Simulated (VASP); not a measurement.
Given:

```
CELL_PARAMETERS angstrom
      0.00000     2.02500     2.02500
      2.02500     0.00000     2.02500
      2.02500     2.02500     0.00000
ATOMIC_POSITIONS crystal
  Al 0.00000 0.00000 0.00000
```

Method: PBEsol GGA, VASP's PBE PAW potentials (set 64) (plane waves; VASP). Run with 400 eV cut-off, 14×14×14 Γ-centred mesh, first-order Methfessel-Paxton smearing of 0.10 eV, potentials Al.

Energy and stress use the plane-wave basis of the starting cell.

The ions, cell shape and volume are relaxed. What does this cell relax into?

```
CELL_PARAMETERS angstrom
      0.00000     2.00578     2.00578
      2.00578     0.00000     2.00578
      2.00578     2.00578     0.00000
ATOMIC_POSITIONS crystal
  Al 0.00000 0.00000 0.00000
```
Space group Fm-3m (225), at a tolerance of 0.03 Å.

How do energy and volume change from the first to the last step?

The energy (σ→0) changes by -3.3 meV/atom and the volume by -2.8 %, in 3 ionic steps.

| step | E(σ→0) (eV) | max force (eV/Å) | pressure (GPa) | volume (Å³) |
|---|---|---|---|---|
| 1 | -4.0813 | 0.000 | -2.25 | 16.61 |
| 2 | -4.0845 | 0.000 | 0.45 | 16.05 |
| 3 | -4.0847 | 0.000 | 0.00 | 16.14 |

The compound is Al in the fcc structure. This run relaxes it. Symmetry was kept, so distortions that lower it aren't found.
